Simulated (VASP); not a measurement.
Given:

```
CELL_PARAMETERS angstrom
      2.96056     0.00000     0.00000
      0.00000     2.96056     0.00000
      0.00000     0.00000     2.96056
ATOMIC_POSITIONS crystal
  Zn 0.50000 0.50000 0.50000
  Cu 0.00000 0.00000 0.00000
```

Computed with PBE GGA, VASP's PBE PAW potentials (set 64) (plane waves; VASP 6.6.1). Numerical set-up: 400 eV cut-off, 14×14×14 Γ-centred mesh, tetrahedra with Blöchl corrections, potentials Zn Cu.

**Question.** Estimate the energy per atom (σ→0), band gap (on the k-mesh) with the smallest direct gap where there is one.

**Answer.** 
The band gap (on the k-mesh) is none (metal, semimetal or under 0.01 eV) and the energy per atom (σ→0) is -2.506 eV/atom.

Total energies compare only between runs with the same potentials, cut-off and functional.

The compound is CuZn in the CsCl type structure. It was relaxed first. The electron count is odd and the run is not spin-polarised, which forces a metal.
